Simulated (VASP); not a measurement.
Calculation: PBE GGA, VASP's PBE PAW potentials (set 64) (plane waves; VASP).

A VASP calculation is set up with these files.

### INCAR
```
SYSTEM = ZnSe
PREC = Accurate; ENCUT = 480; LREAL = .FALSE.
LASPH = .TRUE.
EDIFF = 1E-7; NELM = 100; ALGO = Normal
LMAXMIX = 4
ISMEAR = 0; SIGMA = 0.05
GGA = PE
ISIF = 2
LWAVE = .FALSE.; LCHARG = .FALSE.
```

POSCAR:
```
ZnSe
1
    0.0000000000     2.8671467973     2.8671467973
    2.8671467973     0.0000000000     2.8671467973
    2.8671467973     2.8671467973     0.0000000000
Zn Se
1 1
Direct
  0.0000000000   0.0000000000   0.0000000000
  0.2500000000   0.2500000000   0.2500000000
```

**KPOINTS**
```
Automatic mesh
0
Gamma
8 8 8
0 0 0
```

POTCAR, in this order: Zn Se (PBE.64 set). Program: vasp_std.

What VASP printed:

### OSZICAR
```
       N       E                     dE             d eps       ncg     rms          rms(c)
DAV:   1     0.849968776068E+02    0.84997E+02   -0.85579E+03   754   0.150E+03
DAV:   2    -0.800700171876E+00   -0.85798E+02   -0.82012E+02   814   0.270E+02
DAV:   3    -0.626883116321E+01   -0.54681E+01   -0.54434E+01   919   0.676E+01
DAV:   4    -0.632182814726E+01   -0.52997E-01   -0.52985E-01   834   0.718E+00
DAV:   5    -0.632212569073E+01   -0.29754E-03   -0.29753E-03   899   0.515E-01    0.464E+00
DAV:   6    -0.604828916925E+01    0.27384E+00   -0.69409E-01  1079   0.285E+01    0.353E+00
DAV:   7    -0.603173724674E+01    0.16552E-01   -0.18796E-01   809   0.435E+00    0.149E+00
DAV:   8    -0.603193144044E+01   -0.19419E-03   -0.42371E-03   872   0.645E-01    0.457E-01
DAV:   9    -0.603220588306E+01   -0.27444E-03   -0.10790E-03   829   0.289E-01    0.694E-02
DAV:  10    -0.603229078990E+01   -0.84907E-04   -0.12515E-04   862   0.114E-01    0.166E-02
DAV:  11    -0.603230803270E+01   -0.17243E-04   -0.29688E-05   827   0.586E-02    0.568E-03
DAV:  12    -0.603230938198E+01   -0.13493E-05   -0.34825E-06   884   0.218E-02    0.406E-03
DAV:  13    -0.603230944645E+01   -0.64463E-07   -0.71415E-07   829   0.962E-03
   1 F= -.60323094E+01 E0= -.60323094E+01  d E =-.352549E-12
```

### OUTCAR
```
------------------------ aborting loop because EDIFF is reached ----------------------------------------
  FORCE on cell =-STRESS in cart. coord.  units (eV):
  Direction    XX          YY          ZZ          XY          YZ          ZX
  --------------------------------------------------------------------------------------
  Total        0.0436198      0.0436198      0.0436198      0.0000000      0.0000000     -0.0000000
  in kB        1.4825664      1.4825664      1.4825664      0.0000000      0.0000000     -0.0000000
  external PRESSURE =       1.4825664 kB  Pullay stress =       0.0000000 kB
  volume of cell :       47.14
      direct lattice vectors                 reciprocal lattice vectors
     0.000000000  2.867146797  2.867146797    -0.174389397  0.174389397  0.174389397
     2.867146797  0.000000000  2.867146797     0.174389397 -0.174389397  0.174389397
     2.867146797  2.867146797  0.000000000     0.174389397  0.174389397 -0.174389397
  FREE ENERGIE OF THE ION-ELECTRON SYSTEM (eV)
  ---------------------------------------------------
  free  energy   TOTEN  =        -6.0323094464 eV

  energy  without entropy=       -6.0323094464  energy(sigma->0) =       -6.03230945
```
(Selected blocks of OUTCAR.)

The compound is ZnSe in the zinc blende structure. It was relaxed first.
